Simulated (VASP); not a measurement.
Input:

```
BaS
1.0
    0.00000     3.19500     3.19500
    3.19500     0.00000     3.19500
    3.19500     3.19500     0.00000
Ba S
1 1
Direct
  0.00000   0.00000   0.00000
  0.50000   0.50000   0.50000
```

Calculation: eigenvalue-self-consistent GW0 on PBE orbitals, VASP's PBE PAW potentials (set 64) (plane waves; VASP). Run with PREC = Normal, 500 eV cut-off, 4×4×4 Γ-centred mesh, Gaussian smearing of 0.010 eV, potentials Ba_sv_GW S_GW.

The mesh is coarse and the basis finite, so the quasiparticle values are not converged.

NBANDS = 160, ENCUTGW = 200 eV, NOMEGA = 64, 4 updates of the levels in G. The PBE levels (eV) are:

```
state                            KS energy  filling
-------------------------------  ---------  -------
k1 (0.00, 0.00, 0.00), band 5        -7.27        2
k1 (0.00, 0.00, 0.00), band 6         3.01        2
k1 (0.00, 0.00, 0.00), band 7         3.01        2
k1 (0.00, 0.00, 0.00), band 8         3.01        2
k1 (0.00, 0.00, 0.00), band 9         6.69        0
k1 (0.00, 0.00, 0.00), band 10        6.98        0
k1 (0.00, 0.00, 0.00), band 11        6.98        0
k1 (0.00, 0.00, 0.00), band 12        6.98        0
k8 (-0.25, 0.50, 0.25), band 5       -6.64        2
k8 (-0.25, 0.50, 0.25), band 6        1.96        2
k8 (-0.25, 0.50, 0.25), band 7        2.59        2
k8 (-0.25, 0.50, 0.25), band 8        2.59        2
k8 (-0.25, 0.50, 0.25), band 9        7.31        0
k8 (-0.25, 0.50, 0.25), band 10       7.31        0
k8 (-0.25, 0.50, 0.25), band 11       9.37        0
k8 (-0.25, 0.50, 0.25), band 12       9.93        0
```

**Question.** Give the quasiparticle energies and renormalisation factors Z.

**Answer.** 
| state | QP energy (eV) | Z |
|---|---|---|
| k1 (0.00, 0.00, 0.00), band 5 | -8.46 | 0.69 |
| k1 (0.00, 0.00, 0.00), band 6 | 1.91 | 0.75 |
| k1 (0.00, 0.00, 0.00), band 7 | 1.91 | 0.75 |
| k1 (0.00, 0.00, 0.00), band 8 | 1.91 | 0.75 |
| k1 (0.00, 0.00, 0.00), band 9 | 7.04 | 0.80 |
| k1 (0.00, 0.00, 0.00), band 10 | 7.65 | 0.79 |
| k1 (0.00, 0.00, 0.00), band 11 | 7.65 | 0.79 |
| k1 (0.00, 0.00, 0.00), band 12 | 7.65 | 0.79 |
| k8 (-0.25, 0.50, 0.25), band 5 | -7.89 | 0.72 |
| k8 (-0.25, 0.50, 0.25), band 6 | 0.74 | 0.74 |
| k8 (-0.25, 0.50, 0.25), band 7 | 1.40 | 0.75 |
| k8 (-0.25, 0.50, 0.25), band 8 | 1.40 | 0.75 |
| k8 (-0.25, 0.50, 0.25), band 9 | 7.94 | 0.78 |
| k8 (-0.25, 0.50, 0.25), band 10 | 7.94 | 0.78 |
| k8 (-0.25, 0.50, 0.25), band 11 | 10.37 | 0.78 |
| k8 (-0.25, 0.50, 0.25), band 12 | 10.91 | 0.78 |
On the mesh the gap opens from 2.20 to 3.72 eV.

The compound is BaS in the rock salt structure. The cell was not relaxed at this level. The k-mesh is coarse (spacing up to 0.43 per Å, 2π included), so the numbers may not be converged in it.
